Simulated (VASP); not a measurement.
Method: PBEsol GGA, VASP's PBE PAW potentials (set 64) (plane waves; VASP 6.6.1).

VASP ran on this input.

INCAR:
```
! general
SYSTEM  = CsCl
PREC    = Accurate
ENCUT   = 520
LREAL   = .FALSE.
LASPH   = .TRUE.

! electronic loop
EDIFF   = 1E-7
NELM    = 100
ALGO    = Normal
LMAXMIX = 4

! smearing
ISMEAR  = 0
SIGMA   = 0.05

! functional
GGA     = PS

! ions
ISIF    = 2

! output
LWAVE   = .FALSE.
LCHARG  = .FALSE.
```

File KPOINTS:
```
Automatic mesh
0
Gamma
7 7 7
0 0 0
```

**POSCAR**
```
CsCl
1
    4.1528588224     0.0000000000     0.0000000000
    0.0000000000     4.1528588224     0.0000000000
    0.0000000000     0.0000000000     4.1528588224
Cs Cl
1 1
Direct
  0.0000000000   0.0000000000   0.0000000000
  0.5000000000   0.5000000000   0.5000000000
```

POTCAR, in this order: Cs_sv Cl (PBE.64 set). Program: vasp_std.

Unless said otherwise, spin-orbit coupling is left out, though it shifts the bands of the heavy elements here.

**Question.** Predict the energy per atom (σ→0), band gap (on the k-mesh).

**Answer.** 
```yaml
energy per atom (σ→0): -3.417 eV/atom
band gap (on the k-mesh): 4.96 eV
```

File OSZICAR:
```
...
DAV:   8    -0.683291237902E+01    0.14968E-02   -0.13804E-02   568   0.875E-01    0.130E-01
DAV:   9    -0.683324424706E+01   -0.33187E-03   -0.30534E-03   632   0.358E-01    0.109E-01
DAV:  10    -0.683328509643E+01   -0.40849E-04   -0.26842E-04   572   0.127E-01    0.181E-02
DAV:  11    -0.683329739944E+01   -0.12303E-04   -0.41499E-05   628   0.418E-02    0.611E-03
DAV:  12    -0.683329705212E+01    0.34732E-06   -0.99638E-06   580   0.195E-02    0.211E-03
DAV:  13    -0.683329688627E+01    0.16585E-06   -0.50332E-07   588   0.508E-03    0.858E-04
DAV:  14    -0.683329692794E+01   -0.41670E-07   -0.18839E-07   460   0.251E-03
   1 F= -.68332969E+01 E0= -.68332969E+01  d E =-.828135E-12
```

The compound is CsCl in the CsCl type structure. This cell is one point of a volume scan, at 1.06 of the reference volume.
